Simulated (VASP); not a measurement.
Given:

```yaml
crystal:
  lattice:
    - [3.87186, 0.00000, 0.00000]
    - [0.00000, 3.87186, 0.00000]
    - [0.00000, 0.00000, 3.87186]
  atoms:
    - { symbol: Ba, position: [0.00000, 0.00000, 0.00000] }
    - { symbol: Ti, position: [0.50000, 0.50000, 0.50000] }
    - { symbol: O, position: [0.50000, 0.00000, 0.50000] }
    - { symbol: O, position: [0.00000, 0.50000, 0.50000] }
    - { symbol: O, position: [0.50000, 0.50000, 0.00000] }
```

Level of theory: LDA (Ceperley-Alder, Perdew-Zunger), VASP's LDA PAW potentials (set 64) (plane waves; VASP 6.6.1). Run with 520 eV cut-off, 6×6×6 Γ-centred mesh, Gaussian smearing of 0.050 eV, potentials Ba_sv Ti_sv O.

The job: BaTiO3 (cubic perovskite), 5 atoms, LDA, static run, 520 eV, 6×6×6 Γ-centred mesh. Roughly how much core time does it take on a busy server core?

About 20 core-seconds (one run on a shared machine, a rough figure). It had 20 irreducible k-points, 24 bands, up to 1596 plane waves and 18 electronic steps.

The compound is BaTiO3 in the cubic perovskite structure, the ideal cubic form; the compound distorts at low or room temperature. This cell is one point of a volume scan, at 0.94 of the reference volume.
